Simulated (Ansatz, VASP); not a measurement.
# MgCdS4 in VASP and in Ansatz

Contents of INCAR:

```
SYSTEM = MgCdS4
PREC = Accurate
ENCUT = 600
EDIFF = 1E-6
ISMEAR = 0
SIGMA = 0.1
LREAL = .False.
LASPH = .True.
NELM = 80
ALGO = Normal
ISIF = 3
LWAVE = .False.
LCHARG = .False.
GGA = PE
IBRION = 2
NSW = 90
EDIFFG = -0.04
```

Contents of KPOINTS:

```
Automatic mesh
0
Gamma
  3 3 4
  0 0 0
```

File POSCAR:

```
MgCdS4
1.0
    5.9133777100      0.0000000000      0.0000000000
   -2.9566888600      5.1211353200      0.0000000000
    0.0000000000      0.0000000000      4.5807456300
Mg Cd S
1 1 4
Direct
    0.0000000000      0.0000000000      0.0000000000
    0.6666666700      0.3333333300      0.0000000000
    0.3333333300      0.6666666700      0.0000000000
    0.6743286600      0.8371643300      0.5000000000
    0.1628356700      0.8371643300      0.5000000000
    0.1628356700      0.3256713400      0.5000000000
```

Input for Ansatz:

```yaml
crystal:
  lattice:
    - [5.91337771, 0.0, 0.0]
    - [-2.95668886, 5.12113532, 0.0]
    - [0.0, 0.0, 4.58074563]
  atoms:
    - { symbol: Mg, position: [0.0, 0.0, 0.0] }
    - { symbol: Cd, position: [0.66666667, 0.33333333, 0.0] }
    - { symbol: S, position: [0.33333333, 0.66666667, 0.0] }
    - { symbol: S, position: [0.67432866, 0.83716433, 0.5] }
    - { symbol: S, position: [0.16283567, 0.83716433, 0.5] }
    - { symbol: S, position: [0.16283567, 0.32567134, 0.5] }
basis:
  ecutwfc: 420
kpoints:
  mp_grid: { grid: [3, 3, 4] }
hamiltonian:
  xc: pbe
scf:
  occupations: { method: gaussian, width: 0.1 }
  lower_state_search: "off"
output:
  forces: true
  stress: true
  eigenvalues: true
relax:
  adjacent_minimum: "off"
  f_tol: 0.04
  max_steps: 70
  cell: { stress_tol: 0.4 }
```

Change from the starting cell: species swapped into the HoBeCu4 type (P-6m2, No. 187).

Alike in both runs: task relaxation of cell and atoms; functional PBE; k mesh 3 × 3 × 4; occupations gaussian, width 0.1 eV; no spin polarisation.

|  | VASP | Ansatz |
| --- | --- | --- |
| version | VASP 6.6.1 | Ansatz 0.2.0 |
| potentials or method | VASP PAW PBE potentials, release 64 (Mg, Cd, S) | scalar-relativistic, plane waves, PAW |
| plane-wave cutoff (eV) | 600 | 420 |
| valence electrons in the cell | 38 | 54 |

|  | VASP | Ansatz | Ansatz less VASP |
| --- | --- | --- | --- |
| gap on the k mesh at the Fermi level, each at its own relaxed structure (eV) | none | none | - |
| relaxed volume (Å³/atom) | 20.33 | 20.30 | -0.029 |
| relaxed cell length with the largest relative difference (Å) | 4.106 | 4.094 | -0.0123 |
| energy change over the relaxation (meV/atom) | -77 | -75 | +2.1 |

A gap of «none» marks a metal or a gap that the smearing closes. The two sets of potentials don't hold the same shells in valence.

Caveats: the k mesh is coarse (spacing up to 0.41 Å⁻¹), so the values aren't converged.
